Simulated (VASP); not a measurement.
Given:

```
KMgF3
1.0
    4.04967     0.00000     0.00000
    0.00000     4.04967     0.00000
    0.00000     0.00000     4.04967
K Mg F
1 1 3
Direct
  0.00000   0.00000   0.00000
  0.50000   0.50000   0.50000
  0.50000   0.00000   0.50000
  0.00000   0.50000   0.50000
  0.50000   0.50000   0.00000
```

The numbers are results of vdW-DF2, VASP's PBE PAW potentials (set 64) (plane waves; VASP), not measurements. Numerical set-up: 520 eV cut-off, 6×6×6 Γ-centred mesh, tetrahedra with Blöchl corrections, potentials K_sv Mg F.

The cores are frozen, which limits the accuracy of field gradients.

Problem. Give the principal components of the electric field gradient (V/Å²) and the asymmetry η at each nucleus.

Solution. 
```json
[
 {"atom": "K1", "Vxx": "0.0", "Vyy": "0.0", "Vzz": "0.0", "η": "-"},
 {"atom": "Mg2", "Vxx": "0.0", "Vyy": "0.0", "Vzz": "0.0", "η": "-"},
 {"atom": "F3", "Vxx": "-23.0", "Vyy": "-23.0", "Vzz": "46.0", "η": "0.00"},
 {"atom": "F4", "Vxx": "-23.0", "Vyy": "-23.0", "Vzz": "46.0", "η": "0.00"},
 {"atom": "F5", "Vxx": "-23.0", "Vyy": "-23.0", "Vzz": "46.0", "η": "0.00"}
]
```

The compound is KMgF3 in the cubic perovskite structure. It was relaxed first.
